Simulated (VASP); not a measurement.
# Ta3Cu under changes of volume

One of the cells (17.281 Å³/atom); the others are scaled copies at fixed shape and fractional positions:

```
Ta Cu
1.0
    -2.01980    2.01980    4.23604
     2.01980   -2.01980    4.23604
     2.01980    2.01980   -4.23604
Ta Cu
3 1
Direct
  0.50000 0.50000 0.00000
  0.25000 0.75000 0.50000
  0.75000 0.25000 0.50000
  0.00000 0.00000 0.00000
```

The cell comes from a database or a generator and needn't be the stable form of this composition.

* Program: VASP 6.6.1
* Functional: PBE
* Potentials or basis: VASP PAW PBE potentials, release 64 (Ta_pv, Cu)
* Cutoff: 520 eV
* k mesh: 9 × 9 × 9
* Occupations: fermi-dirac, width 0.05 eV
* Spin: no spin polarisation

```csv
volume (Å³/atom),energy over the lowest point (meV/atom),pressure (GPa)
15.926,41.60,13.5
16.265,17.77,8.9
16.604,3.47,4.6
17.281,0.00,-2.8
17.620,?,?
17.959,25.01,-8.9
```

Problem. What does the run at 17.620 Å³/atom give?

Solution. Energy over the lowest point 9.29 meV/atom; pressure -6.0 GPa.

Worked out: A Birch-Murnaghan fit of order 3 (a polynomial in V^(-2/3)) to the other rows has its minimum at 17.01 Å³/atom with B0 = V·E''(V) = 182 GPa and B' = 3.9 at fixed shape and positions, which overstates the stiffness. It gives 9.28 meV/atom at 17.620 Å³/atom, against the run's 9.29, and -dE/dV = -6.0 GPa, against -6.0.

Energies are extrapolated to zero smearing.
